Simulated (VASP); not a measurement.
Write the native input for VASP 6.6.1 that does the following.

```
Task                   : relaxation of cell and atoms
Functional             : PBE
Potentials or basis    : VASP PAW PBE potentials, release 64 (Cs_sv, Li_sv)
Cutoff                 : 600 eV
k mesh                 : 10 × 10 × 10
Occupations            : gaussian, width 0.1 eV
Spin                   : no spin polarisation
Dipole correction      : no
Further INCAR settings : ALGO = Fast; EDIFF = 1e-07; IBRION = 2; EDIFFG = -0.01; NSW = 100; ISIF = 3
```

The structure of CsLi2 lies in POSCAR:

```
CsLi2
1.0
    0.0000000000      4.5871144768      4.5871144768
    4.5871144768      0.0000000000      4.5871144768
    4.5871144768      4.5871144768      0.0000000000
Cs Li
1 2
Direct
    0.0000000000      0.0000000000      0.0000000000
    0.7500000000      0.7500000000      0.7500000000
    0.2500000000      0.2500000000      0.2500000000
```

The cell was built by a generator and needn't be a form met in nature.

The cell isn't the ideal one: random cell by space group and Wyckoff sites (Fm-3m, No. 225).

One way to write it, as run:

INCAR

```
  PREC = Accurate
  ENCUT = 600
  EDIFF = 1E-7
  ISMEAR = 0
  SIGMA = 0.1
  LREAL = False
  LASPH = True
  NELM = 80
  ALGO = Fast
  ISIF = 3
  LWAVE = False
  LCHARG = False
  GGA = PE
  IBRION = 2
  NSW = 100
  EDIFFG = -0.01
```

KPOINTS

```
Automatic mesh
0
Gamma
  10 10 10
```

Potentials or basis: VASP PAW PBE potentials, release 64 (Cs_sv, Li_sv).

Run with:

```bash
$ cat potpaw_PBE.64/Cs_sv/POTCAR potpaw_PBE.64/Li_sv/POTCAR > POTCAR
$ mpirun -np 1 vasp_std > vasp.out
```

Results of the run:

| Property | Result |
| --- | --- |
| Pressure after relaxing | 0.0 GPa |
| Band gap on the k mesh | none (metal or under the smearing width) |

Caveat: the cutoff is under 1.25 times the usual one of these potentials, so pressure, stress and relaxed cells hold a basis-set (Pulay) error; the relaxation stopped at its first step, so nothing moved.

Run time: 4.8 min on 1 thread of Intel(R) Xeon(R) Platinum 8175M CPU @ 2.50GHz (Skylake/Cascade Lake) (shared host), peak memory 0.47 GiB.
